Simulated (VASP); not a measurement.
Computed with AM05 GGA, VASP's PBE PAW potentials (set 64) (plane waves; VASP).

A VASP calculation is set up with these files.

**KPOINTS**
```
K-points
0
gamma
 6 6 6
0 0 0
```

POSCAR:
```
KZnF3
1
    4.0390941038     0.0000000000     0.0000000000
    0.0000000000     4.0390941038     0.0000000000
    0.0000000000     0.0000000000     4.0390941038
K Zn F
1 1 3
Direct
  0.0000000000   0.0000000000   0.0000000000
  0.5000000000   0.5000000000   0.5000000000
  0.5000000000   0.0000000000   0.5000000000
  0.0000000000   0.5000000000   0.5000000000
  0.5000000000   0.5000000000   0.0000000000
```

**INCAR**
```
! general
SYSTEM  = KZnF3
PREC    = Accurate
ENCUT   = 520   ! plane-wave cut-off (eV)
LREAL   = F   ! projection in real space or not
LASPH   = T

! electronic loop
EDIFF   = 1E-7
NELM    = 100   ! most electronic steps
ALGO    = Normal   ! blocked Davidson
LMAXMIX = 4

! smearing
ISMEAR  = 0   ! Gaussian
SIGMA   = 0.05   ! width (eV)

! functional
GGA     = AM   ! AM05

! ions
ISIF    = 2

! output
LWAVE   = F
LCHARG  = F
```

POTCAR, in this order: K_sv Zn F (PBE.64 set). Program: vasp_std.

The resulting files:

### OSZICAR
```
       N       E                     dE             d eps       ncg     rms          rms(c)
DAV:   1     0.452921031576E+03    0.45292E+03   -0.22714E+04  1000   0.201E+03
DAV:   2     0.129924680473E+02   -0.43993E+03   -0.42767E+03  1186   0.494E+02
DAV:   3    -0.215240871644E+02   -0.34517E+02   -0.34374E+02  1204   0.152E+02
DAV:   4    -0.223199568298E+02   -0.79587E+00   -0.79506E+00  1655   0.212E+01
DAV:   5    -0.223252893812E+02   -0.53326E-02   -0.53276E-02  1280   0.153E+00    0.114E+01
DAV:   6    -0.204551607464E+02    0.18701E+01   -0.66736E+00  1475   0.390E+01    0.749E+00
DAV:   7    -0.205061947116E+02   -0.51034E-01   -0.13709E+00  1038   0.824E+00    0.474E+00
DAV:   8    -0.205265993826E+02   -0.20405E-01   -0.59414E-01  1316   0.167E+01    0.163E+00
DAV:   9    -0.204928249097E+02    0.33774E-01   -0.85443E-02  1574   0.863E+00    0.750E-01
DAV:  10    -0.204872861080E+02    0.55388E-02   -0.11724E-01  1442   0.906E+00    0.363E-01
DAV:  11    -0.204866231142E+02    0.66299E-03   -0.18272E-02  1436   0.184E+00    0.142E-01
DAV:  12    -0.204867011495E+02   -0.78035E-04   -0.81658E-04  1134   0.208E-01    0.135E-01
DAV:  13    -0.204867076593E+02   -0.65098E-05   -0.15640E-03  1207   0.298E-01    0.126E-01
DAV:  14    -0.204870189870E+02   -0.31133E-03   -0.95597E-04  1307   0.283E-01    0.190E-01
DAV:  15    -0.204875187669E+02   -0.49978E-03   -0.58529E-04  1174   0.183E-01    0.260E-01
DAV:  16    -0.204871746213E+02    0.34415E-03   -0.19385E-04  1367   0.200E-01    0.213E-01
DAV:  17    -0.204870279812E+02    0.14664E-03   -0.60448E-05  1336   0.924E-02    0.188E-01
DAV:  18    -0.204868298707E+02    0.19811E-03   -0.12857E-04  1307   0.190E-01    0.147E-01
DAV:  19    -0.204866527027E+02    0.17717E-03   -0.21853E-04  1314   0.172E-01    0.946E-02
DAV:  20    -0.204866018844E+02    0.50818E-04   -0.45124E-05  1363   0.106E-01    0.715E-02
DAV:  21    -0.204865688731E+02    0.33011E-04   -0.29970E-05  1322   0.799E-02    0.516E-02
DAV:  22    -0.204865381538E+02    0.30719E-04   -0.67735E-05  1303   0.112E-01    0.212E-02
DAV:  23    -0.204865329327E+02    0.52211E-05   -0.24454E-05  1410   0.522E-02    0.478E-03
DAV:  24    -0.204865331930E+02   -0.26033E-06   -0.17685E-06  1229   0.826E-03    0.484E-03
DAV:  25    -0.204865330981E+02    0.94935E-07   -0.32031E-08   532   0.220E-03
   1 F= -.20486533E+02 E0= -.20486533E+02  d E =-.342228E-19
```

File OUTCAR:
```
------------------------ aborting loop because EDIFF is reached ----------------------------------------
  FORCE on cell =-STRESS in cart. coord.  units (eV):
  Direction    XX          YY          ZZ          XY          YZ          ZX
  --------------------------------------------------------------------------------------
  Total        1.0827005      1.0827005      1.0827005     -0.0000000      0.0000000     -0.0000000
  in kB       26.3249173     26.3249173     26.3249173     -0.0000000      0.0000000     -0.0000000
  external PRESSURE =      26.3249173 kB  Pullay stress =       0.0000000 kB
  volume of cell :       65.89
      direct lattice vectors                 reciprocal lattice vectors
     4.039094104  0.000000000  0.000000000     0.247580268  0.000000000  0.000000000
     0.000000000  4.039094104  0.000000000     0.000000000  0.247580268  0.000000000
     0.000000000  0.000000000  4.039094104     0.000000000  0.000000000  0.247580268
 POSITION                                       TOTAL-FORCE (eV/Angst)
 -----------------------------------------------------------------------------------
      0.00000      0.00000      0.00000         0.000000      0.000000      0.000000
      2.01955      2.01955      2.01955         0.000000      0.000000      0.000000
      2.01955      0.00000      2.01955         0.000000      0.000000      0.000000
      0.00000      2.01955      2.01955         0.000000      0.000000      0.000000
      2.01955      2.01955      0.00000         0.000000      0.000000      0.000000
 -----------------------------------------------------------------------------------
    total drift:                                0.000000      0.000000     -0.000000
  FREE ENERGIE OF THE ION-ELECTRON SYSTEM (eV)
  ---------------------------------------------------
  free  energy   TOTEN  =       -20.4865330981 eV

  energy  without entropy=      -20.4865330981  energy(sigma->0) =      -20.48653310
```
(Selected blocks of OUTCAR.)

The compound is KZnF3 in the cubic perovskite structure. This cell is one point of a volume scan, at 0.97 of the reference volume.
